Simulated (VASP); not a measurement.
All values below come from r2SCAN meta-GGA, VASP's PBE PAW potentials (set 64) (plane waves; VASP 6.6.1).

VASP ran on this input.

INCAR:
```
SYSTEM  =  ZnS
PREC  =  Accurate; ENCUT  =  480; LREAL  =  F
LASPH  =  T
EDIFF  =  1E-7; NELM  =  100; ALGO  =  Normal
LMAXMIX  =  4; LMIXTAU  =  T
ISMEAR  =  0; SIGMA  =  0.05
METAGGA  =  R2SCAN
ISIF  =  2
LWAVE  =  F; LCHARG  =  F
```

### KPOINTS
```
Automatic
0
G
8 8 8
0 0 0
```

POSCAR:
```
ZnS
1
    0.0000000000     2.6912532012     2.6912532012
    2.6912532012     0.0000000000     2.6912532012
    2.6912532012     2.6912532012     0.0000000000
Zn S
1 1
Direct
  0.0000000000   0.0000000000   0.0000000000
  0.2500000000   0.2500000000   0.2500000000
```

POTCAR, in this order: Zn S (PBE.64 set). Program: vasp_std.

Output

File OSZICAR:
```
       N       E                     dE             d eps       ncg     rms          rms(c)
DAV:   1     0.738510804252E+02    0.73851E+02   -0.89913E+03   754   0.160E+03
DAV:   2    -0.160146641654E+02   -0.89866E+02   -0.85878E+02   814   0.285E+02
DAV:   3    -0.218645617793E+02   -0.58499E+01   -0.58262E+01   939   0.760E+01
DAV:   4    -0.219338257974E+02   -0.69264E-01   -0.69242E-01   834   0.868E+00
DAV:   5    -0.219348246912E+02   -0.99889E-03   -0.99888E-03   919   0.102E+00    0.750E+00
DAV:   6    -0.188447112207E+02    0.30901E+01   -0.20473E+00   864   0.487E+01    0.679E+00
DAV:   7    -0.187896399728E+02    0.55071E-01   -0.67987E-01   779   0.166E+01    0.354E+00
DAV:   8    -0.188442198939E+02   -0.54580E-01   -0.12807E-01   774   0.524E+00    0.157E+00
DAV:   9    -0.188329406860E+02    0.11279E-01   -0.12319E-01   759   0.406E+00    0.400E-01
DAV:  10    -0.188553232506E+02   -0.22383E-01   -0.46396E-02   754   0.242E+00    0.153E-01
DAV:  11    -0.188650941848E+02   -0.97709E-02   -0.42673E-03   804   0.876E-01    0.591E-02
DAV:  12    -0.188547290694E+02    0.10365E-01   -0.40711E-03   759   0.884E-01    0.925E-02
DAV:  13    -0.188653944331E+02   -0.10665E-01   -0.24849E-03   764   0.616E-01    0.179E-02
DAV:  14    -0.188654992389E+02   -0.10481E-03   -0.67853E-05   849   0.985E-02    0.103E-02
DAV:  15    -0.188655020279E+02   -0.27890E-05   -0.20737E-06   839   0.172E-02    0.828E-03
DAV:  16    -0.188655032107E+02   -0.11828E-05   -0.12853E-06   819   0.279E-02    0.472E-03
DAV:  17    -0.188655057037E+02   -0.24930E-05   -0.11179E-06   769   0.196E-02    0.337E-03
DAV:  18    -0.188655049868E+02    0.71690E-06   -0.22633E-07   570   0.977E-03    0.221E-03
DAV:  19    -0.188655050746E+02   -0.87762E-07   -0.22894E-08   412   0.201E-03
   1 F= -.18865505E+02 E0= -.18865505E+02  d E =-.261580E-15
```

**OUTCAR**
```
------------------------ aborting loop because EDIFF is reached ----------------------------------------
  FORCE on cell =-STRESS in cart. coord.  units (eV):
  Direction    XX          YY          ZZ          XY          YZ          ZX
  --------------------------------------------------------------------------------------
  Total        0.0656150      0.0656150      0.0656150      0.0000000      0.0000000      0.0000000
  in kB        2.6966232      2.6966232      2.6966232      0.0000000      0.0000000      0.0000000
  external PRESSURE =       2.6966232 kB  Pullay stress =       0.0000000 kB
  volume of cell :       38.98
      direct lattice vectors                 reciprocal lattice vectors
     0.000000000  2.691253201  2.691253201    -0.185787053  0.185787053  0.185787053
     2.691253201  0.000000000  2.691253201     0.185787053 -0.185787053  0.185787053
     2.691253201  2.691253201  0.000000000     0.185787053  0.185787053 -0.185787053
  FREE ENERGIE OF THE ION-ELECTRON SYSTEM (eV)
  ---------------------------------------------------
  free  energy   TOTEN  =       -18.8655050746 eV

  energy  without entropy=      -18.8655050746  energy(sigma->0) =      -18.86550507
```
(Selected blocks of OUTCAR.)

File OUTCAR:
```
 val. band max:        1.9438155565   @ k =   0.0000   0.0000   0.0000

 cond. band min:       4.6745574211   @ k =   0.0000   0.0000   0.0000


 Fermi energy:         2.2044402146

 k-point     1 :       0.0000    0.0000    0.0000
  band No.  band energies     occupation
      1     -11.8182      2.00000
      2      -4.6041      2.00000
      3      -4.6041      2.00000
      4      -4.6040      2.00000
      5      -4.0427      2.00000
      6      -4.0427      2.00000
      7       1.9438      2.00000
      8       1.9438      2.00000
      9       1.9438      2.00000
     10       4.6746      0.00000
     11       8.8370      0.00000
     12       8.8373      0.00000
     13       8.8373      0.00000

 k-point     2 :       0.1250    0.0000    0.0000
  band No.  band energies     occupation
      1     -11.6963      2.00000
      2      -4.6013      2.00000
      3      -4.5813      2.00000
      4      -4.5813      2.00000
      5      -4.0443      2.00000
      6      -4.0443      2.00000
      7       0.8491      2.00000
      8       1.7905      2.00000
      9       1.7906      2.00000
     10       5.4640      0.00000
     11       8.7446      0.00000
     12       9.1036      0.00000
     13       9.1038      0.00000

 k-point     3 :       0.2500    0.0000    0.0000
  band No.  band energies     occupation
      1     -11.3779      2.00000
      2      -4.5485      2.00000
      3      -4.5309      2.00000
      4      -4.5309      2.00000
      5      -4.0411      2.00000
      6      -4.0411      2.00000
      7      -0.9349      2.00000
      8       1.4553      2.00000
      9       1.4554      2.00000
     10       5.9905      0.00000
     11       9.4424      0.00000
     12       9.4763      0.00000
     13       9.4765      0.00000

 k-point     4 :       0.3750    0.0000    0.0000
  band No.  band energies     occupation
      1     -11.0165      2.00000
      2      -4.4896      2.00000
      3      -4.4896      2.00000
...
```

The compound is ZnS in the zinc blende structure. It was relaxed first.
